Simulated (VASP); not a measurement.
Ca3ZrN3:

```
Ca Zr N
1.0
     3.34438    1.93088    3.72895
    -3.34438    1.93088    3.72895
     0.00000   -3.86176    3.72895
Ca Zr N
3 1 3
Cartesian
  0.0000 -1.9309 1.8645
  1.6722 0.9654 1.8645
  -1.6722 0.9654 1.8645
  0.0000 0.0000 5.5934
  0.0000 0.0000 0.0000
  0.0000 0.0000 3.0270
  0.0000 0.0000 8.1598
```

The cell was built by a generator and needn't be a form met in nature.

| Item | Value |
| --- | --- |
| Program | VASP 6.6.1 |
| Task | relaxation of cell and atoms |
| Functional | PBE |
| Potentials or basis | VASP PAW PBE potentials, release 64 (Ca_sv, Zr_sv, N) |
| Cutoff | 520 eV |
| k mesh | 3 × 3 × 3 |
| Occupations | gaussian, width 0.15 eV |
| Spin | no spin polarisation |

At the start: pressure -3.5 GPa; volume 20.64 Å³/atom.

Problem. Where does the relaxation end?

Solution. Over 5 steps the energy falls by 615.5 meV/atom and the volume is 20.18 Å³/atom (-2.2 %); space group R-3m (No. 166, to 0.05 Å).

The path:
```
step  energy change (eV)  largest force (eV/Å)  pressure (GPa)  volume (Å³)
   1              0.0000                3.7233           -3.53       144.48
   2             -4.1728                1.2406            2.86       133.17
   3             -4.1901                0.4660            4.26       132.27
   4             -4.1920                0.7225            3.77       132.56
   5             -4.3087                0.0591           -0.24       141.24
```

Final structure:
```yaml
crystal:
  lattice:
    - [3.58942, 2.07235, 3.16457]
    - [-3.58942, 2.07235, 3.16457]
    - [0.00000, -4.14470, 3.16457]
  atoms:
    - { symbol: Ca, position: [0.00000, 0.00000, 0.50000] }
    - { symbol: Ca, position: [0.50000, 0.00000, 0.00000] }
    - { symbol: Ca, position: [0.00000, 0.50000, 0.00000] }
    - { symbol: Zr, position: [0.50000, 0.50000, 0.50000] }
    - { symbol: N, position: [0.00000, 0.00000, 0.00000] }
    - { symbol: N, position: [0.29153, 0.29153, 0.29153] }
    - { symbol: N, position: [0.70847, 0.70847, 0.70847] }
```

Caveat: the k mesh is coarse (spacing up to 0.41 Å⁻¹), so the values aren't converged; the relaxation stopped at a loose force limit of 0.08 eV/Å, so its end isn't a converged minimum.
